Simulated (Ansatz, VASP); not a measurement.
One calculation of Si2Hg, two programs

File INCAR:

```
PREC     = Accurate       # precision mode
ENCUT    = 520            # plane-wave cutoff, eV
EDIFF    = 1E-6           # SCF threshold, eV
ISMEAR   = 0              # smearing method
SIGMA    = 0.271          # smearing width, eV
LREAL    = F              # projectors in reciprocal space
LASPH    = T              # aspherical terms in the spheres
NELM     = 60             # most SCF steps
ALGO     = Normal         # electronic algorithm
ISIF     = 2              # what is computed and relaxed
LWAVE    = F              # write WAVECAR
LCHARG   = F              # write CHGCAR
GGA      = PE             # functional
NBANDS   = 17             # bands
```

KPOINTS

```
regular mesh
0
Gamma
  5 5 4
```

File POSCAR:

```
Si2Hg
1.0
    1.9392010000      3.3587890000      0.0000000000
   -1.9392010000      3.3587890000      0.0000000000
    0.0000000000      0.0000000000      4.1548910000
Si Hg
2 1
Direct
    0.3333000000      0.3334000000      0.5000000000
    0.6666000000      0.6667000000      0.5000000000
    0.0000000000      0.0000000000      0.0000000000
```

Input for Ansatz:

```yaml
crystal:
  lattice:
    - [1.939201, 3.358789, 0.0]
    - [-1.939201, 3.358789, 0.0]
    - [0.0, 0.0, 4.154891]
  atoms:
    - { symbol: Si, position: [0.3333, 0.3334, 0.5] }
    - { symbol: Si, position: [0.6666, 0.6667, 0.5] }
    - { symbol: Hg, position: [0.0, 0.0, 0.0] }
  symmetry: { tolerance: 0.0003 }
kpoints:
  mp_grid: { grid: [5, 5, 4], shift: [0, 0, 0] }
magnetization:
  spin_polarized: false
scf:
  occupations: { method: gaussian, width: 0.271 }
  eigensolver: { kind: davidson }
hamiltonian:
  pseudopotentials: { kind: paw }
  xc: pbe
basis:
  ecutwfc: 420
  precision: f64
output:
  forces: true
  stress: true
  eigenvalues: true
```

The cell was built by a generator and needn't be a form met in nature.

Alike in both runs: task single point; functional PBE; k mesh 5 × 5 × 4; occupations gaussian, width 0.271 eV; no spin polarisation.

|  | VASP | Ansatz |
| --- | --- | --- |
| version | VASP 6.6.1 | Ansatz 0.2.0 |
| potentials or method | VASP PAW PBE potentials, release 64 (Si, Hg) | PAW plane waves |
| plane-wave cutoff (eV) | 520 | 420 |
| valence electrons in the cell | 20 | 28 |

Ansatz gave:

- gap on the k mesh at the Fermi level (eV): none
- pressure (GPa): 13.1
- largest component of the traceless stress (GPa): 5.50

Task: Estimate VASP's values.

Result: gap on the k mesh at the Fermi level (eV): none; pressure (GPa): 13.2; largest component of the traceless stress (GPa): 5.31.

A gap of «none» marks a metal or a gap that the smearing closes. With one functional, cell and mesh, what is left measures potentials, basis and numerics. The two sets of potentials don't hold the same shells in valence. Ansatz warned: «structure_snapped_to_symmetry».

Caveats: the k mesh is coarse (spacing up to 0.38 Å⁻¹), so the values aren't converged. The runs have no spin-orbit coupling, so splittings on Hg are missing.
